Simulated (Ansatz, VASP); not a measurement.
Two plane-wave programs on K3Be5

File INCAR:

```
ALGO = Normal ; EDIFF = 1E-6
ENCUT = 520 ; GGA = PE
ISIF = 2 ; ISMEAR = 0
LASPH = True ; LCHARG = False
LREAL = False ; LWAVE = False
NBANDS = 28 ; NELM = 80
PREC = Accurate ; SIGMA = 0.1
```

KPOINTS

```
k-points
0
Gamma
  4 4 4
```

POSCAR

```
K3Be5
1.0
   -3.2720583900      3.2720583900      3.2720583900
    3.2720583900     -3.2720583900      3.2720583900
    3.2720583900      3.2720583900     -3.2720583900
K Be
3 5
Direct
    0.0000000000      0.5000000000      0.5000000000
    0.5000000000      0.5000000000      0.0000000000
    0.5000000000      0.0000000000      0.5000000000
    0.0000000000      0.0000000000      0.0000000000
    0.0000000000      0.0000000000      0.5000000000
    0.0000000000      0.5000000000      0.0000000000
    0.5000000000      0.0000000000      0.0000000000
    0.5000000000      0.5000000000      0.5000000000
```

Input for Ansatz:

```yaml
crystal:
  lattice:
    - [-3.27205839, 3.27205839, 3.27205839]
    - [3.27205839, -3.27205839, 3.27205839]
    - [3.27205839, 3.27205839, -3.27205839]
  atoms:
    - { symbol: K, position: [0.0, 0.5, 0.5] }
    - { symbol: K, position: [0.5, 0.5, 0.0] }
    - { symbol: K, position: [0.5, 0.0, 0.5] }
    - { symbol: Be, position: [0.0, 0.0, 0.0] }
    - { symbol: Be, position: [0.0, 0.0, 0.5] }
    - { symbol: Be, position: [0.0, 0.5, 0.0] }
    - { symbol: Be, position: [0.5, 0.0, 0.0] }
    - { symbol: Be, position: [0.5, 0.5, 0.5] }
basis:
  ecutwfc: 420
kpoints:
  mp_grid: { grid: [4, 4, 4] }
hamiltonian:
  xc: pbe
scf:
  occupations: { method: gaussian, width: 0.1 }
  lower_state_search: "off"
output:
  forces: true
  stress: true
  eigenvalues: true
```

Change from the starting cell: species swapped into the Fe5Co3 type (Im-3m, No. 229).

Alike in both runs: task single point; functional PBE; k mesh 4 × 4 × 4; occupations gaussian, width 0.1 eV; no spin polarisation.

```csv
,VASP,Ansatz
version,VASP 6.6.1,Ansatz 0.2.0
potentials or method,"VASP PAW PBE potentials, release 64 (K_sv, Be)","scalar-relativistic, plane waves, PAW"
plane-wave cutoff (eV),520,420
valence electrons in the cell,37,37
```

Ansatz gave:

| Quantity | Value |
| --- | --- |
| gap on the k mesh at the Fermi level (eV) | none |
| pressure (GPa) | 9.7 |

Task: Which values does VASP return?

Result: gap on the k mesh at the Fermi level (eV): none; pressure (GPa): 9.8.

A gap of «none» marks a metal or a gap that the smearing closes. With one functional, cell and mesh, what is left measures potentials, basis and numerics.
